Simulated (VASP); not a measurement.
Crystal: MnInCuS4.

```
In Cu Mn S
1.0
     6.14184    0.00000    0.00000
     0.00000    3.84300    0.00000
    -0.04688    0.00000    6.76832
In Cu Mn S
1 1 1 4
Direct
  0.50656 0.00000 0.83301
  0.50624 0.50000 0.33457
  0.98866 0.00000 0.17079
  0.36090 0.50000 0.64596
  0.36023 0.00000 0.18621
  0.90960 0.00000 0.86259
  0.86781 0.50000 0.30022
```

The cell comes from a database or a generator and needn't be the stable form of this composition.

| Item | Value |
| --- | --- |
| Program | VASP 6.6.1 |
| Task | single point |
| Functional | PBE |
| Potentials or basis | VASP PAW PBE potentials, release 64 (In_d, Cu, Mn_pv, S) |
| Cutoff | 520 eV |
| k mesh | 5 × 7 × 4 |
| Occupations | fermi-dirac, width 0.05 eV |
| Spin | collinear spin, ferromagnetic start |
| Starting moments | [0.0, 0.6, 4.0, 0.0, 0.0, 0.0, 0.0] μB |

On this cell: pressure 0.4 GPa; largest force 0.084 eV/Å; net moment 3.00 μB per cell; site moments In +0.03; Cu -0.11; Mn +3.02; S -0.01, -0.03, -0.12 μB; band gap on the k mesh none (metal or under the smearing width).

The same run follows on a disturbed copy (atoms moved at random, drawn with an rms of 0.05 Å):

```xyz
7
Lattice="6.1418 0.0000 0.0000 0.0000 3.8430 0.0000 -0.0469 0.0000 6.7683" Properties=species:S:1:pos:R:3 pbc="T T T"
In    3.0751   -0.0192    5.6521
Cu    3.0179    1.9317    2.2731
Mn    6.0755   -0.0183    1.1342
S     2.1951    1.9558    4.3769
S     2.1953   -0.0192    1.2772
S     5.5789   -0.0006    5.8393
S     5.2599    1.9146    2.0512
```

Q: What changes?

A: The energy (extrapolated to zero smearing) moves by +5.4 meV/atom; pressure 0.4 GPa; largest force 0.663 eV/Å; net moment 3.00 μB per cell; site moments In +0.03; Cu -0.11; Mn +3.04; S -0.01, -0.03, -0.04, -0.12 μB; band gap on the k mesh none (metal or under the smearing width).

Forces in eV/Å, atoms in the order of the input:
```
In   0.179  0.384  0.049
Cu   0.148 -0.109 -0.055
Mn  -0.269  0.070  0.602
S   -0.100 -0.439  0.163
S    0.055  0.157 -0.163
S   -0.221  0.005 -0.327
S    0.208 -0.068 -0.269
```

Stress tensor (GPa, compression positive):
```
 0.61  0.31  0.36
 0.31 -0.48  0.30
 0.36  0.30  1.11
```

Caveats: semilocal functionals often make such compounds metallic where correlation or magnetic order opens a gap, which also shifts bond lengths; only a ferromagnetic start was run, and an antiferromagnetic order may lie lower in energy.
